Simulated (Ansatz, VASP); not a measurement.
# Na2MgAlC6N6: VASP beside Ansatz

INCAR

```
PREC     = Accurate       # precision mode
ENCUT    = 520            # plane-wave cutoff, eV
EDIFF    = 1E-6           # SCF threshold, eV
ISMEAR   = 0              # smearing method
SIGMA    = 0.1            # smearing width, eV
LREAL    = Auto         
LASPH    = T              # aspherical terms in the spheres
NELM     = 100            # most SCF steps
ALGO     = Normal         # electronic algorithm
ISIF     = 2              # what is computed and relaxed
LWAVE    = F              # write WAVECAR
LCHARG   = T              # write CHGCAR
GGA      = PE             # functional
LELF     = T              # ELF
LVHAR    = T            
NBANDS   = 50             # bands
```

The input KPOINTS:

```
Automatic mesh
0
Gamma
  4 4 4
```

POSCAR

```
Na2MgAlC6N6
1.0
    0.0000000000      5.1200000000      5.1200000000
    5.1200000000      0.0000000000      5.1200000000
    5.1200000000      5.1200000000      0.0000000000
Na Mg Al C N
2 1 1 6 6
Direct
    0.2500000000      0.2500000000      0.2500000000
    0.7500000000      0.7500000000      0.7500000000
    0.5000000000      0.5000000000      0.5000000000
    0.0000000000      0.0000000000      0.0000000000
    0.8168945300      0.1831054700      0.1831054700
    0.1831054700      0.8168945300      0.1831054700
    0.1831054700      0.1831054700      0.8168945300
    0.1831054700      0.8168945300      0.8168945300
    0.8168945300      0.1831054700      0.8168945300
    0.8168945300      0.8168945300      0.1831054700
    0.7026367200      0.2973632800      0.2973632800
    0.2973632800      0.7026367200      0.2973632800
    0.2973632800      0.2973632800      0.7026367200
    0.2973632800      0.7026367200      0.7026367200
    0.7026367200      0.2973632800      0.7026367200
    0.7026367200      0.7026367200      0.2973632800
```

Input for Ansatz:

```yaml
crystal:
  lattice:
    - [0.0, 5.12, 5.12]
    - [5.12, 0.0, 5.12]
    - [5.12, 5.12, 0.0]
  atoms:
    - { symbol: Na, position: [0.25, 0.25, 0.25] }
    - { symbol: Na, position: [0.75, 0.75, 0.75] }
    - { symbol: Mg, position: [0.5, 0.5, 0.5] }
    - { symbol: Al, position: [0.0, 0.0, 0.0] }
    - { symbol: C, position: [0.81689453, 0.18310547, 0.18310547] }
    - { symbol: C, position: [0.18310547, 0.81689453, 0.18310547] }
    - { symbol: C, position: [0.18310547, 0.18310547, 0.81689453] }
    - { symbol: C, position: [0.18310547, 0.81689453, 0.81689453] }
    - { symbol: C, position: [0.81689453, 0.18310547, 0.81689453] }
    - { symbol: C, position: [0.81689453, 0.81689453, 0.18310547] }
    - { symbol: "N", position: [0.70263672, 0.29736328, 0.29736328] }
    - { symbol: "N", position: [0.29736328, 0.70263672, 0.29736328] }
    - { symbol: "N", position: [0.29736328, 0.29736328, 0.70263672] }
    - { symbol: "N", position: [0.29736328, 0.70263672, 0.70263672] }
    - { symbol: "N", position: [0.70263672, 0.29736328, 0.70263672] }
    - { symbol: "N", position: [0.70263672, 0.70263672, 0.29736328] }
basis:
  ecutwfc: 420
kpoints:
  mp_grid: { grid: [4, 4, 4] }
hamiltonian:
  xc: pbe
scf:
  occupations: { method: gaussian, width: 0.1 }
  lower_state_search: "off"
output:
  forces: true
  stress: true
  eigenvalues: true
```

Alike in both runs: task single point; functional PBE; k mesh 4 × 4 × 4; occupations gaussian, width 0.1 eV; no spin polarisation.

|  | VASP | Ansatz |
| --- | --- | --- |
| version | VASP 6.6.1 | Ansatz 0.2.0 |
| potentials or method | VASP PAW PBE potentials, release 64 (Na_pv, Mg, Al, C, N) | scalar-relativistic, plane waves, PAW |
| plane-wave cutoff (eV) | 520 | 420 |
| valence electrons in the cell | 73 | 85 |

|  | VASP | Ansatz | Ansatz less VASP |
| --- | --- | --- | --- |
| gap on the k mesh at the Fermi level (eV) | none | none | - |
| pressure (GPa) | 9.7 | 9.3 | -0.37 |
| rms of the force components (eV/Å) | 0.685 | 0.787 | +0.1024 |

Atom by atom the forces differ by 0.201 eV/Å (rms over components). A gap of «none» marks a metal or a gap that the smearing closes. The two sets of potentials don't hold the same shells in valence.

Caveats: the standard files for N, O and F lose accuracy on very short bonds; forces of over 1 eV/Å show positions far from the minimum, so gaps and moduli don't describe the material at rest.
